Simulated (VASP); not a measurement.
For cubic MgS (rock salt), PBE GGA, VASP's PBE PAW potentials (set 64) (VASP 6.6.1) gives ε∞ = 5.39, a static ε₀ = 16.04 and a transverse optical mode at 226 cm⁻¹.

Task: Estimate the longitudinal optical frequency at Γ.

Result: By the Lyddane-Sachs-Teller relation, ω_LO = ω_TO √(ε₀/ε∞) = 226 × √(16.04/5.39) = 390 cm⁻¹.

The compound is MgS in the rock salt structure. It was relaxed first.
